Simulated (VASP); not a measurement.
All values below come from MS2 meta-GGA, VASP's PBE PAW potentials (set 64) (plane waves; VASP).

A VASP calculation is set up with these files.

File KPOINTS:
```
Automatic
0
gamma
  10 10 10
```

**INCAR**
```
SYSTEM  =  GaN
PREC  =  Accurate; ENCUT  =  520; LREAL  =  F
LASPH  =  T
EDIFF  =  1E-7; NELM  =  100; ALGO  =  Normal
LMAXMIX  =  4; LMIXTAU  =  T
ISMEAR  =  0; SIGMA  =  0.05
METAGGA  =  MS2
ISIF  =  2
LWAVE  =  F; LCHARG  =  F
```

### POSCAR
```
GaN
1
    0.0000000000     2.2581712779     2.2581712779
    2.2581712779     0.0000000000     2.2581712779
    2.2581712779     2.2581712779     0.0000000000
Ga N
1 1
Direct
  0.0000000000   0.0000000000   0.0000000000
  0.2500000000   0.2500000000   0.2500000000
```

POTCAR, in this order: Ga_d N (PBE.64 set). Program: vasp_std.

**Question.** What will the output report for the number of irreducible k-points (NKPTS), largest plane-wave count, number of space-group operations, FFT grid (NGX, NGY, NGZ)?

**Answer.** 
```json
{
 "number of irreducible k-points (NKPTS)": "47",
 "largest_plane_wave_count": "636",
 "number_of_space_group_operations": "24",
 "FFT grid (NGX, NGY, NGZ)": "24 × 24 × 24"
}
```

The compound is GaN in the zinc blende structure, a metastable form; wurtzite is the usual one. This cell is one point of a volume scan, at 1.03 of the reference volume.
